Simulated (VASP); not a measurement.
Write the native input for VASP 6.6.1 that does the following.

```
Task                   : single point
Functional             : PBE
Potentials or basis    : VASP PAW PBE potentials, release 64 (Sr_sv, Ag)
Cutoff                 : 520 eV
k mesh                 : 4 × 4 × 4
Occupations            : methfessel-paxton, width 0.15 eV
Spin                   : no spin polarisation
Dipole correction      : no
Further INCAR settings : ALGO = Fast; EDIFF = 1e-06; NBANDS = 28
```

The structure of Sr3Ag lies in POSCAR:

```
Sr3Ag
1.0
    5.6871676556      0.0000000000      0.0000000000
    0.0000000000      5.6871676556      0.0000000000
    0.0000000000      0.0000000000      5.1184508901
Sr Ag
3 1
Direct
    0.0000000000      0.5000000000      0.5000000000
    0.5000000000      0.0000000000      0.5000000000
    0.5000000000      0.5000000000      0.0000000000
    0.0000000000      0.0000000000      0.0000000000
```

The cell comes from a database or a generator and needn't be the stable form of this composition.

One way to write it, as run:

INCAR

```
SYSTEM = Sr3Ag
PREC = Accurate
ENCUT = 520
EDIFF = 1E-6
ISMEAR = 1
SIGMA = 0.15
LREAL = .FALSE.
LASPH = .TRUE.
NELM = 100
ALGO = Fast
ISIF = 2
LWAVE = .FALSE.
LCHARG = .TRUE.
GGA = PE
LELF = .TRUE.
LVHAR = .TRUE.
NBANDS = 28
```

KPOINTS

```
regular mesh
0
G
  4 4 4
  0 0 0
```

Potentials or basis: VASP PAW PBE potentials, release 64 (Sr_sv, Ag).

Command:

```console
$ cat potpaw_PBE.64/Sr_sv/POTCAR potpaw_PBE.64/Ag/POTCAR > POTCAR
$ mpirun -np 1 vasp_std > vasp.out
```

It gave:

* Pressure: -0.1 GPa
* Band gap on the k mesh: none (metal or under the smearing width)

It took 96 s on 1 thread of Intel(R) Xeon(R) Platinum 8488C (Sapphire Rapids), with other jobs on the host, peak memory 0.28 GiB.
